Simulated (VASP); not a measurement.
A VASP calculation is set up with these files.

**INCAR**
```
! general
SYSTEM  = HfN
PREC    = Accurate
ENCUT   = 520   ! plane-wave cut-off (eV)
LREAL   = F
LASPH   = T

! electronic loop
EDIFF   = 1E-7   ! SCF stop (eV)
NELM    = 100   ! most electronic steps
ALGO    = Normal
LMAXMIX = 6

! smearing
ISMEAR  = -5   ! tetrahedra, Bloechl

! functional
GGA     = PE   ! PBE

! ions
ISIF    = 2

! output
LWAVE   = F
LCHARG  = T
LORBIT  = 11   ! lm-projected
NEDOS   = 601
```

**POSCAR**
```
HfN
1
    2.8143514706     0.0000000000     0.0000000000
    0.0000000000     2.8143514706     0.0000000000
    0.0000000000     0.0000000000     2.8143514706
Hf N
1 1
Direct
  0.0000000000   0.0000000000   0.0000000000
  0.5000000000   0.5000000000   0.5000000000
```

### KPOINTS
```
Automatic
0
Gamma
14 14 14
```

POTCAR, in this order: Hf_pv N (PBE.64 set). Program: vasp_std.

Question: Translate this PBE calculation to Quantum ESPRESSO's pw.x.

Answer: One equivalent input (not run):
```
&CONTROL
  calculation = 'scf'
  pseudo_dir = './pseudo'
  outdir = './out'
  tprnfor = .true.
  tstress = .true.
/
&SYSTEM
  ibrav = 0
  nat = 2
  ntyp = 2
  ecutwfc = 84
  occupations = 'tetrahedra'
  input_dft = 'pbe'
/
&ELECTRONS
  conv_thr = 7.3e-09
  electron_maxstep = 100
/
ATOMIC_SPECIES
  Hf 178.490 Hf.upf
  N 14.007 N.upf
CELL_PARAMETERS angstrom
     2.8143515    0.0000000    0.0000000
     0.0000000    2.8143515    0.0000000
     0.0000000    0.0000000    2.8143515
ATOMIC_POSITIONS crystal
  Hf   0.0000000  0.0000000  0.0000000
  N    0.5000000  0.5000000  0.5000000
K_POINTS automatic
  14 14 14 0 0 0
```
The two are equivalent in intent, not identical: the potentials are each code's own (VASP's PAW set, PseudoDojo norm-conserving files in pw.x), so ENCUT and ecutwfc are chosen apart and not converted; conv_thr bounds pw.x's estimated SCF error, while EDIFF bounds the energy change between steps.

The structure was generated: HfN was put into the CsCl type type (Pm-3m), which need not be its known phase. It was relaxed first, which changed the volume by -32 %.
